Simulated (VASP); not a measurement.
**Si: relaxation of cell and atoms with PBE**

The system is Si.

```
Si
1.0
     0.00000    2.71356    2.71356
     2.71356    0.00000    2.71356
     2.71356    2.71356    0.00000
Si
2
Cartesian
  4.0703 4.0703 4.0703
  2.7136 2.7136 2.7136
```

```json
{"Program": "VASP 6.6.1", "Task": "relaxation of cell and atoms", "Functional": "PBE", "Potentials or basis": "VASP PAW PBE potentials, release 64 (Si)", "Cutoff": "350 eV", "k mesh": "10 × 10 × 10", "Occupations": "gaussian, width 0.02 eV", "Spin": "no spin polarisation", "Further INCAR settings": "ALGO = Normal; EDIFF = 1e-07; IBRION = 2; EDIFFG = -0.002; NSW = 80; ISIF = 3"}
```

* Relaxed volume: 20.43 Å³/atom
* Relaxed cell: a = 3.866 Å, b = 3.866 Å, c = 3.866 Å, α = 60.00°, β = 60.00°, γ = 60.00°
* Space group after relaxing (to 0.05 Å): Fd-3m (No. 227)
* Energy gained by relaxing: 2.9 meV/atom
* Ionic steps: 3
* Pressure after relaxing: 0.0 GPa
* Band gap on the k mesh: 0.62 eV, indirect (least direct gap 2.56 eV)

Step by step:
```tsv
step	energy change (eV)	largest force (eV/Å)	pressure (GPa)	volume (Å³)
1	0.0000	0.0000	2.09	39.96
2	-0.0031	0.0000	-1.31	41.49
3	-0.0057	0.0000	0.00	40.86
```

Final structure:
```
Si
1.0
     0.00000    2.73374    2.73374
     2.73374    0.00000    2.73374
     2.73374    2.73374    0.00000
Si
2
Cartesian
  4.1006 4.1006 4.1006
  2.7337 2.7337 2.7337
```

Levels at points of the mesh, in eV from the valence-band top:
| k point | band 1 | band 2 | band 3 | band 4 | band 5 | band 6 | band 7 | band 8 |
| --- | --- | --- | --- | --- | --- | --- | --- | --- |
| (0.00, 0.00, 0.00) | -11.82 | 0.00 | 0.00 | 0.00 | 2.56 | 2.56 | 2.56 | 3.14 |
| (0.50, 0.00, 0.00) | -9.54 | -6.87 | -1.18 | -1.18 | 1.47 | 3.35 | 3.35 | 7.70 |
| (0.50, 0.50, 0.00) | -7.75 | -7.75 | -2.80 | -2.80 | 0.75 | 0.75 | 9.94 | 9.94 |

Run time: 12 s on 1 thread of Intel(R) Xeon(R) Platinum 8259CL CPU @ 2.50GHz (Skylake/Cascade Lake), on a shared host, peak memory 0.13 GiB.

A k mesh can miss the band edges. PBE gaps usually lie below the measured ones, often by a third to a half.
